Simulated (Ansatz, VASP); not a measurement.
This is a calculation of HfMoC2 for VASP 6.6.1.

File INCAR:

```
SYSTEM = HfMoC2
PREC = Accurate
ENCUT = 520
EDIFF = 1E-7
ISMEAR = -1
SIGMA = 0.05
LREAL = .False.
LASPH = .True.
NELM = 60
ALGO = Normal
ISIF = 2
LWAVE = .False.
LCHARG = .False.
GGA = PS
NBANDS = 24
```

File KPOINTS:

```
regular mesh
0
Gamma
  8 8 6
  0 0 0
```

The input POSCAR:

```
HfMoC2
1.0
    3.2540158126      0.0000000000      0.0000000000
    0.0000000000      3.2540158126      0.0000000000
    0.0000000000      0.0000000000      4.5731307251
Hf Mo C
1 1 2
Direct
    0.0000000000      0.0000000000      0.0000000000
    0.5000000000      0.5000000000      0.5000000000
    0.5000000000      0.5000000000      0.0000000000
    0.0000000000      0.0000000000      0.5000000000
```

Potentials or basis: VASP PAW PBE potentials, release 64 (Hf_pv, Mo_sv, C).

Command:

```sh
$ cat potpaw_PBE.64/Hf_pv/POTCAR potpaw_PBE.64/Mo_sv/POTCAR potpaw_PBE.64/C/POTCAR > POTCAR
$ mpirun -np 1 vasp_std > vasp.out
```

Set up the same calculation for Ansatz 0.2.0. Potentials there: Ansatz PAW.

As run (the cutoff follows the program's own potentials):

File input.yaml:

```yaml
crystal:
  lattice:
    - [3.2540158126, 0.0, 0.0]
    - [0.0, 3.2540158126, 0.0]
    - [0.0, 0.0, 4.5731307251]
  atoms:
    - { symbol: Hf, position: [0.0, 0.0, 0.0] }
    - { symbol: Mo, position: [0.5, 0.5, 0.5] }
    - { symbol: C, position: [0.5, 0.5, 0.0] }
    - { symbol: C, position: [0.0, 0.0, 0.5] }
hamiltonian:
  xc: pbesol
  pseudopotentials: { kind: paw }
kpoints:
  mp_grid: { grid: [8, 8, 6] }
scf:
  occupations: { method: fermi_dirac, width: 0.05 }
output:
  forces: true
  stress: true
  eigenvalues: true
```

Potentials or basis: Ansatz PAW.

Run with:

```console
$ ansatz run input.yaml --threads 1 --pin off --max-ram 3584MiB --backend cpu --events-out ev --progress --plain --runs-dir out
```

Both were run:

|  | VASP | Ansatz | Ansatz less VASP |
| --- | --- | --- | --- |
| gap on the k mesh at the Fermi level (eV) | none | none | - |
| pressure (GPa) | -22.3 | -22.3 | +0.10 |
| largest component of the traceless stress (GPa) | 2.66 | 2.68 | +0.022 |

A gap of «none» marks a metal or a gap that the smearing closes. The two sets of potentials don't hold the same shells in valence.

Caveats: the PAW data sets were made with another functional, which shifts forces and pressure a little (VASP); the PAW data sets come from PBE, with cores solved anew for the run's functional, which leaves a small shift of forces and pressure (Ansatz). Spin-orbit coupling is left out, which matters for the levels of Hf.
